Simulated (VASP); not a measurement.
# CaP2Ru2: accuracy against cost in the SCF threshold and precision settings, part 2 of 3

How sensitive are energy, pressure and forces of CaP2Ru2 to the SCF threshold and precision settings? The series runs use LDA. The start is a computed cell from the Materials Project.

VASP 6.6.1; LDA; plane waves and PAW (Ca_sv, P, Ru_pv).

Still holding for the runs below: The k-mesh is coarse for a metal.

So far. Step 6 (SCF threshold: EDIFF = 1E-06): Against the run before the energy stays within 0.01 meV an atom; the pressure moves by +0.16 GPa, after 14 cycles in 5.4 s.

## Step 7: SCF threshold: EDIFF = 1E-08

Contents of INCAR:

```
SYSTEM = CaP2Ru2
PREC = Accurate
ENCUT = 400
EDIFF = 1E-08
NELM = 100
ISMEAR = -1
SIGMA = 0.05
LREAL = .FALSE.
ALGO = Normal
GGA = CA
NBANDS = 30
LASPH = .TRUE.
LORBIT = 11
LWAVE = .FALSE.
LCHARG = .FALSE.
KPAR = 4
ISIF = 2
```

Contents of POSCAR:

```
CaP2Ru2
1.0
   -4.0465953712      0.0000000000      0.0000000000
    0.0000000000      4.0465953712      0.0000000000
    2.0232976856     -2.0232976856     -4.9636705479
Ca P Ru
1 2 2
Direct
    0.0000000000      0.0000000000      0.0000000000
    0.3642886000      0.3642886000      0.7285772000
    0.6357114000      0.6357114000      0.2714228000
    0.7500000000      0.2500000000      0.5000000000
    0.2500000000      0.7500000000      0.5000000000
```

Contents of KPOINTS:

```
Automatic mesh
0
Gamma
5 5 5
0 0 0
```

PAW data sets: Ca_sv, P and Ru_pv (PBE family, release 64).

Command:

```
> mpirun -np 4 vasp_std
```

Log:

```text
[... set-up lines as in an earlier step ...]
 entering main loop
       N       E                     dE             d eps       ncg     rms          rms(c)
[... 12 cycles as in an earlier step ...]
DAV:  13    -0.406767878690E+02    0.25598E-05   -0.11375E-05  1490   0.202E-02    0.751E-03
DAV:  14    -0.406767879419E+02   -0.72857E-07   -0.22204E-06  1376   0.767E-03    0.309E-03
DAV:  15    -0.406767878342E+02    0.10765E-06   -0.40602E-07  1300   0.379E-03    0.920E-04
DAV:  16    -0.406767878339E+02    0.30013E-09   -0.27443E-08  1096   0.823E-04
   1 F= -.40676788E+02 E0= -.40665270E+02  d E =-.230366E-01
```

Run time: 6.4 s. Hardware: 4 MPI ranks of AMD EPYC 9R45, shared host; peak memory 0.55 GiB; 24 s of CPU time.

From OUTCAR (step 7):

```text
  Total       -2.7879374     -2.7879374     -3.0476829      0.0000000      0.0000000     -0.0000000
  in kB      -54.9554915    -54.9554915    -60.0755642      0.0000000      0.0000000     -0.0000000
  external PRESSURE =     -56.6621824 kB  Pullay stress =       0.0000000 kB

 POSITION                                       TOTAL-FORCE (eV/Angst)
 -----------------------------------------------------------------------------------
      0.00000      0.00000      0.00000         0.000000      0.000000      0.000000
     -0.00000      0.00000     -3.61642        -0.000000      0.000000     -0.065977
     -2.02330      2.02330     -1.34725         0.000000     -0.000000      0.065977
     -2.02330      0.00000     -2.48184         0.000000     -0.000000      0.000000
      0.00000      2.02330     -2.48184        -0.000000      0.000000     -0.000000
 -----------------------------------------------------------------------------------
    total drift:                               -0.000000      0.000000     -0.000000

  FREE ENERGIE OF THE ION-ELECTRON SYSTEM (eV)
  ---------------------------------------------------
  free  energy   TOTEN  =       -40.6767878339 eV

  energy  without entropy=      -40.6537512731  energy(sigma->0) =      -40.66526955

[... 2 parts as in an earlier step ...]

[... 1 further part left out ...]
[key lines of the parts left out:]
E-fermi :   8.7922
```

Against the run before the energy stays within 0.01 meV an atom; the pressure moves by -0.02 GPa, after 16 cycles in 6.4 s.

## Step 8: The SCF threshold series as a table

This step: convergence of LDA results with the threshold; plane waves and PAW (VASP 6.6.1).

Derived from the runs above.

Differences are taken from the run with EDIFF = 1E-08. Results of the series, by row:

```
      setting     status  energy less the reference (meV/atom)  pressure (GPa)  largest force difference (meV/Å)  SCF cycles  wall time (s)
 EDIFF = 0.01  converged                               -0.1115          -3.578                             22.31           9              4
EDIFF = 0.001  converged                              0.003632          -5.823                             0.031          10            4.4
EDIFF = 1E-04  converged                              0.001162          -5.659                             2.254          11            4.8
EDIFF = 1E-05  converged                               7.40e-5          -5.806                             0.718          12              5
EDIFF = 1E-06  converged                              -6.20e-5          -5.647                             0.075          14            5.4
EDIFF = 1E-08  converged                                     0          -5.666                                 0          16            6.4
```

## Step 9: Precision settings: PREC = Low

This step: LDA; plane waves and PAW (Ca_sv, P, Ru_pv) (VASP 6.6.1).

PREC sets the FFT grids, and LREAL, ADDGRID and LASPH trade speed for accuracy.

Edit INCAR of step 7 so:

```diff
@@ -1,5 +1,5 @@
 SYSTEM = CaP2Ru2
-PREC = Accurate
+PREC = Low
 ENCUT = 400
-EDIFF = 1E-08
+EDIFF = 1E-06
 NELM = 100
```

POSCAR is that of step 7.

KPOINTS is that of step 7.

Command:

```
> mpirun -np 4 vasp_std
```

Log:

```text
[... set-up lines as in an earlier step ...]
 entering main loop
       N       E                     dE             d eps       ncg     rms          rms(c)
DAV:   1     0.409211508944E+03    0.40921E+03   -0.23462E+04  1128   0.133E+03
DAV:   2    -0.217858914817E+02   -0.43100E+03   -0.41604E+03  1152   0.413E+02
DAV:   3    -0.417096249104E+02   -0.19924E+02   -0.19231E+02  1490   0.815E+01
DAV:   4    -0.423434679111E+02   -0.63384E+00   -0.63191E+00  1716   0.117E+01
DAV:   5    -0.423532833139E+02   -0.98154E-02   -0.98119E-02  1410   0.146E+00    0.256E+01
DAV:   6    -0.411438922180E+02    0.12094E+01   -0.12158E+01  1330   0.221E+01    0.664E+00
DAV:   7    -0.407672800689E+02    0.37661E+00   -0.29764E+00  1292   0.114E+01    0.645E+00
DAV:   8    -0.406787231205E+02    0.88557E-01   -0.36112E-01  1314   0.403E+00    0.107E+00
DAV:   9    -0.406750504799E+02    0.36726E-02   -0.39973E-02  1594   0.101E+00    0.277E-01
DAV:  10    -0.406743350415E+02    0.71544E-03   -0.40111E-03  1354   0.403E-01    0.118E-01
DAV:  11    -0.406743265598E+02    0.84817E-05   -0.39548E-04  1396   0.101E-01    0.474E-02
DAV:  12    -0.406743360932E+02   -0.95334E-05   -0.48591E-05  1348   0.446E-02    0.226E-02
DAV:  13    -0.406743335138E+02    0.25795E-05   -0.11373E-05  1338   0.202E-02    0.748E-03
DAV:  14    -0.406743335573E+02   -0.43580E-07   -0.20604E-06  1040   0.759E-03
   1 F= -.40674334E+02 E0= -.40662813E+02  d E =-.230411E-01
```

It took 3.2 s on 4 MPI ranks; peak memory 0.42 GiB.

OUTCAR, selected parts (step 9):

```text
   NELECT =      48.0000    total number of electrons

 E-fermi :   8.7922

 k-point     1 :       0.0000    0.0000    0.0000
  band No.  band energies     occupation
    ...
     20       7.4382      2.00000
     21       7.5178      2.00000
     22       8.1213      2.00000
     23       8.3529      1.99969
     24       8.3529      1.99969
     25       9.5950      0.00000
     26       9.8478      0.00000
     27      11.1879      0.00000
     28      11.1879      0.00000
     29      11.4496      0.00000
    ...

  Total       -2.8023140     -2.8023140     -3.0279441      0.0000000      0.0000000     -0.0000000
  in kB      -55.2388810    -55.2388810    -59.6864746      0.0000000      0.0000000     -0.0000000
  external PRESSURE =     -56.7214122 kB  Pullay stress =       0.0000000 kB

 POSITION                                       TOTAL-FORCE (eV/Angst)
 -----------------------------------------------------------------------------------
      0.00000      0.00000      0.00000        -0.000000     -0.000000      0.000000
     -0.00000      0.00000     -3.61642        -0.000000     -0.000000     -0.066551
     -2.02330      2.02330     -1.34725        -0.000000     -0.000000      0.066551
     -2.02330      0.00000     -2.48184         0.000000     -0.000000      0.000000
      0.00000      2.02330     -2.48184        -0.000000      0.000000      0.000000
 -----------------------------------------------------------------------------------
    total drift:                                0.000000     -0.000000     -0.000000

  FREE ENERGIE OF THE ION-ELECTRON SYSTEM (eV)
  ---------------------------------------------------
  free  energy   TOTEN  =       -40.6743335573 eV

  energy  without entropy=      -40.6512924192  energy(sigma->0) =      -40.66281299

[... 7 parts as in an earlier step ...]

[... 10 further parts left out ...]
```

This step gave:

```yaml
electronic_steps: 14
free_energy_toten: -40.67 eV
energy_at_zero_smearing: -40.66 eV
pressure: -5.672 GPa
```

The series starts at -8.1326 eV an atom and -5.67 GPa, after 14 cycles in 3.2 s.

## Step 10: Precision settings: PREC = Medium

Edit INCAR of step 9 so:

```diff
@@ -1,3 +1,3 @@
 SYSTEM = CaP2Ru2
-PREC = Low
+PREC = Medium
 ENCUT = 400
```

POSCAR is that of step 9.

KPOINTS is that of step 9.

Command:

```
> mpirun -np 4 vasp_std
```

Log:

```text
[... set-up lines as in an earlier step ...]
 entering main loop
       N       E                     dE             d eps       ncg     rms          rms(c)
DAV:   1     0.409208236213E+03    0.40921E+03   -0.23462E+04  1128   0.133E+03
DAV:   2    -0.217885968614E+02   -0.43100E+03   -0.41604E+03  1152   0.413E+02
DAV:   3    -0.417121146178E+02   -0.19924E+02   -0.19230E+02  1490   0.815E+01
DAV:   4    -0.423459373797E+02   -0.63382E+00   -0.63189E+00  1716   0.117E+01
[...]
DAV:  12    -0.406769047902E+02   -0.97311E-05   -0.48558E-05  1348   0.446E-02    0.226E-02
DAV:  13    -0.406769022347E+02    0.25556E-05   -0.11361E-05  1338   0.202E-02    0.749E-03
DAV:  14    -0.406769022951E+02   -0.60466E-07   -0.20602E-06  1040   0.759E-03
   1 F= -.40676902E+02 E0= -.40665385E+02  d E =-.230352E-01
```

Run time: 3.2 s. Hardware: 4 MPI ranks; peak memory 0.44 GiB; 11 s of CPU time.

Parts of OUTCAR (step 10):

```text
  Total       -2.7827405     -2.7827405     -3.0348102      0.0000000      0.0000000     -0.0000000
  in kB      -54.8530492    -54.8530492    -59.8218181      0.0000000      0.0000000     -0.0000000
  external PRESSURE =     -56.5093055 kB  Pullay stress =       0.0000000 kB

 POSITION                                       TOTAL-FORCE (eV/Angst)
 -----------------------------------------------------------------------------------
      0.00000      0.00000      0.00000         0.000000     -0.000000      0.000000
     -0.00000      0.00000     -3.61642        -0.000000      0.000000     -0.066253
     -2.02330      2.02330     -1.34725         0.000000     -0.000000      0.066253
     -2.02330      0.00000     -2.48184         0.000000     -0.000000      0.000000
      0.00000      2.02330     -2.48184        -0.000000      0.000000      0.000000
 -----------------------------------------------------------------------------------
    total drift:                               -0.000000      0.000000      0.000000

  FREE ENERGIE OF THE ION-ELECTRON SYSTEM (eV)
  ---------------------------------------------------
  free  energy   TOTEN  =       -40.6769022951 eV

  energy  without entropy=      -40.6538671438  energy(sigma->0) =      -40.66538472

[... 2 parts as in an earlier step ...]

[... 1 further part left out ...]
[key lines of the parts left out:]
E-fermi :   8.7921
```

Against the first of the series the energy moves by -0.51 meV an atom and the pressure by +0.02 GPa, after 14 cycles in 3.2 s.

## Step 11: Precision settings: PREC = Normal

Edit INCAR of step 10 so:

```diff
@@ -1,3 +1,3 @@
 SYSTEM = CaP2Ru2
-PREC = Medium
+PREC = Normal
 ENCUT = 400
```

POSCAR is that of step 10.

KPOINTS is that of step 10.

Command:

```
> mpirun -np 4 vasp_std
```

Log:

```text
[... set-up lines as in an earlier step ...]
 entering main loop
       N       E                     dE             d eps       ncg     rms          rms(c)
DAV:   1     0.409208476363E+03    0.40921E+03   -0.23462E+04  1128   0.133E+03
DAV:   2    -0.217884634031E+02   -0.43100E+03   -0.41604E+03  1152   0.413E+02
DAV:   3    -0.417120030458E+02   -0.19924E+02   -0.19230E+02  1490   0.815E+01
DAV:   4    -0.423458281107E+02   -0.63383E+00   -0.63189E+00  1716   0.117E+01
[...]
DAV:  12    -0.406767890261E+02   -0.96788E-05   -0.48559E-05  1348   0.446E-02    0.226E-02
DAV:  13    -0.406767864648E+02    0.25613E-05   -0.11361E-05  1338   0.202E-02    0.749E-03
DAV:  14    -0.406767865200E+02   -0.55265E-07   -0.20598E-06  1040   0.759E-03
   1 F= -.40676787E+02 E0= -.40665268E+02  d E =-.230363E-01
```

It took 3.4 s on 4 MPI ranks; peak memory 0.5 GiB.

Parts of OUTCAR (step 11):

```text
  Total       -2.7776179     -2.7776179     -3.0335175      0.0000000      0.0000000      0.0000000
  in kB      -54.7520749    -54.7520749    -59.7963362      0.0000000      0.0000000      0.0000000
  external PRESSURE =     -56.4334953 kB  Pullay stress =       0.0000000 kB

 POSITION                                       TOTAL-FORCE (eV/Angst)
 -----------------------------------------------------------------------------------
      0.00000      0.00000      0.00000         0.000000     -0.000000      0.000000
     -0.00000      0.00000     -3.61642        -0.000000      0.000000     -0.065896
     -2.02330      2.02330     -1.34725         0.000000     -0.000000      0.065896
     -2.02330      0.00000     -2.48184        -0.000000      0.000000      0.000000
      0.00000      2.02330     -2.48184        -0.000000     -0.000000      0.000000
 -----------------------------------------------------------------------------------
    total drift:                                0.000000      0.000000     -0.000000

  FREE ENERGIE OF THE ION-ELECTRON SYSTEM (eV)
  ---------------------------------------------------
  free  energy   TOTEN  =       -40.6767865200 eV

  energy  without entropy=      -40.6537502503  energy(sigma->0) =      -40.66526839

[... 2 parts as in an earlier step ...]

[... 1 further part left out ...]
[key lines of the parts left out:]
E-fermi :   8.7921
```

Against the first of the series the energy moves by -0.49 meV an atom and the pressure by +0.03 GPa, after 14 cycles in 3.4 s.

## Step 12: Precision settings: PREC = Single

Edit INCAR of step 11 so:

```diff
@@ -1,3 +1,3 @@
 SYSTEM = CaP2Ru2
-PREC = Normal
+PREC = Single
 ENCUT = 400
```

POSCAR is that of step 11.

KPOINTS is that of step 11.

Command:

```
> mpirun -np 4 vasp_std
```

Log:

```text
[... set-up lines as in an earlier step ...]
 entering main loop
       N       E                     dE             d eps       ncg     rms          rms(c)
DAV:   1     0.409208188271E+03    0.40921E+03   -0.23462E+04  1128   0.133E+03
DAV:   2    -0.217885901421E+02   -0.43100E+03   -0.41604E+03  1152   0.413E+02
DAV:   3    -0.417121061361E+02   -0.19924E+02   -0.19230E+02  1490   0.815E+01
DAV:   4    -0.423459374190E+02   -0.63383E+00   -0.63190E+00  1716   0.117E+01
[...]
DAV:  12    -0.406769052548E+02   -0.97302E-05   -0.48567E-05  1348   0.446E-02    0.226E-02
DAV:  13    -0.406769026983E+02    0.25564E-05   -0.11363E-05  1338   0.202E-02    0.749E-03
DAV:  14    -0.406769027606E+02   -0.62250E-07   -0.20608E-06  1040   0.759E-03
   1 F= -.40676903E+02 E0= -.40665385E+02  d E =-.230352E-01
```

The job ended after 5.2 s (4 MPI ranks; peak memory 0.46 GiB).

Parts of OUTCAR (step 12):

```text
  Total       -2.7822613     -2.7822613     -3.0346350      0.0000000      0.0000000     -0.0000000
  in kB      -54.8436033    -54.8436033    -59.8183653      0.0000000      0.0000000     -0.0000000
  external PRESSURE =     -56.5018573 kB  Pullay stress =       0.0000000 kB

 POSITION                                       TOTAL-FORCE (eV/Angst)
 -----------------------------------------------------------------------------------
      0.00000      0.00000      0.00000        -0.000000      0.000000      0.000000
     -0.00000      0.00000     -3.61642        -0.000000      0.000000     -0.066237
     -2.02330      2.02330     -1.34725         0.000000     -0.000000      0.066237
     -2.02330      0.00000     -2.48184         0.000000     -0.000000      0.000000
      0.00000      2.02330     -2.48184        -0.000000     -0.000000     -0.000000
 -----------------------------------------------------------------------------------
    total drift:                               -0.000000      0.000000      0.000000

  FREE ENERGIE OF THE ION-ELECTRON SYSTEM (eV)
  ---------------------------------------------------
  free  energy   TOTEN  =       -40.6769027606 eV

  energy  without entropy=      -40.6538675861  energy(sigma->0) =      -40.66538517

[... 2 parts as in an earlier step ...]

[... 1 further part left out ...]
[key lines of the parts left out:]
E-fermi :   8.7921
```

Against the first of the series the energy moves by -0.51 meV an atom and the pressure by +0.02 GPa, after 14 cycles in 5.2 s.

## Step 13: Precision settings: PREC = Accurate

Edit INCAR of step 12 so:

```diff
@@ -1,3 +1,3 @@
 SYSTEM = CaP2Ru2
-PREC = Single
+PREC = Accurate
 ENCUT = 400
```

POSCAR is that of step 12.

KPOINTS is that of step 12.

Command:

```
> mpirun -np 4 vasp_std
```

Log:

```text
[... set-up lines as in an earlier step ...]
 entering main loop
       N       E                     dE             d eps       ncg     rms          rms(c)
[... 14 cycles as in an earlier step ...]
   1 F= -.40676788E+02 E0= -.40665270E+02  d E =-.230361E-01
```

It took 5.8 s on 4 MPI ranks; peak memory 0.57 GiB.

Parts of OUTCAR (step 13):

```text
[... 6 parts as in an earlier step ...]

[... 1 further part left out ...]
[key lines of the parts left out:]
E-fermi :   8.7921
```

Against the first of the series the energy moves by -0.49 meV an atom and the pressure by +0.03 GPa, after 14 cycles in 5.8 s.

## Step 14: Precision settings: LREAL = Auto

Edit INCAR of step 13 so:

```diff
@@ -7,3 +7,3 @@
 SIGMA = 0.05
-LREAL = .FALSE.
+LREAL = Auto
 ALGO = Normal
```

POSCAR is that of step 13.

KPOINTS is that of step 13.

Command:

```
> mpirun -np 4 vasp_std
```

Log:

```text
[banner, memory and clock lines left out]
running    4 mpi-ranks, on    1 nodes
[...]
|                                                                             |
|               ----> ADVICE to this user running VASP <----                  |
|                                                                             |
|     You have a (more or less) 'small supercell' and for smaller cells       |
|     it is recommended to use the reciprocal-space projection scheme!        |
|     The real-space optimization is not efficient for small cells and it     |
|     is also less accurate ...                                               |
|     Therefore, set LREAL=.FALSE. in the INCAR file.                         |
|                                                                             |

 [... a notice as in an earlier step ...]

 LDA part: xc-table for (Slater(with rela. corr.)+CA(PZ))
 , standard interpolation
 POSCAR, INCAR and KPOINTS ok, starting setup
[...]
entering main loop
       N       E                     dE             d eps       ncg     rms          rms(c)
DAV:   1     0.409208352433E+03    0.40921E+03   -0.23462E+04  1128   0.133E+03
DAV:   2    -0.217904087271E+02   -0.43100E+03   -0.41605E+03  1152   0.413E+02
DAV:   3    -0.417136205246E+02   -0.19923E+02   -0.19230E+02  1490   0.815E+01
DAV:   4    -0.423474366153E+02   -0.63382E+00   -0.63189E+00  1716   0.117E+01
[...]
DAV:  12    -0.406784387870E+02   -0.96798E-05   -0.48561E-05  1348   0.446E-02    0.225E-02
DAV:  13    -0.406784362298E+02    0.25572E-05   -0.11350E-05  1338   0.201E-02    0.748E-03
DAV:  14    -0.406784362849E+02   -0.55063E-07   -0.20592E-06  1040   0.759E-03
   1 F= -.40678436E+02 E0= -.40666918E+02  d E =-.230369E-01
```

The job ended after 9.4 s (4 MPI ranks; peak memory 0.56 GiB).

OUTCAR, selected parts (step 14):

```text
  Total       -2.7834417     -2.7834417     -3.0422977      0.0000000      0.0000000      0.0000000
  in kB      -54.8668730    -54.8668730    -59.9694118      0.0000000      0.0000000      0.0000000
  external PRESSURE =     -56.5677193 kB  Pullay stress =       0.0000000 kB

 POSITION                                       TOTAL-FORCE (eV/Angst)
 -----------------------------------------------------------------------------------
      0.00000      0.00000      0.00000        -0.000000     -0.000000      0.000000
     -0.00000      0.00000     -3.61642        -0.000000     -0.000000     -0.066199
     -2.02330      2.02330     -1.34725        -0.000000     -0.000000      0.066199
     -2.02330      0.00000     -2.48184         0.000000      0.000000     -0.000000
      0.00000      2.02330     -2.48184        -0.000000     -0.000000      0.000000
 -----------------------------------------------------------------------------------
    total drift:                               -0.000000      0.000000     -0.000000

  FREE ENERGIE OF THE ION-ELECTRON SYSTEM (eV)
  ---------------------------------------------------
  free  energy   TOTEN  =       -40.6784362849 eV

  energy  without entropy=      -40.6553994240  energy(sigma->0) =      -40.66691785

[... 2 parts as in an earlier step ...]

[... 1 further part left out ...]
[key lines of the parts left out:]
E-fermi :   8.7921
```

Against PREC = Accurate, on which this run builds, the energy moves by -0.33 meV an atom and the pressure by -0.01 GPa, after 14 cycles in 9.4 s.

(Part 2 of 3 ends here.)

[Lines on the potential files, build, host, timing and source positions are cut from VASP's logs without a mark.]

[Logs are printed without paths, hosts, clocks, repeated set-up lines and the standing remarks that a program may print on its own settings, such as how far it seeks lower states.]

[Hosts, paths, dates, database ids (printed as entryN), source tags and the programs' standing remarks are cut or masked in the printed files.]

[A measured line is paired with the nearest computed mode of its activity, which favours agreement.]
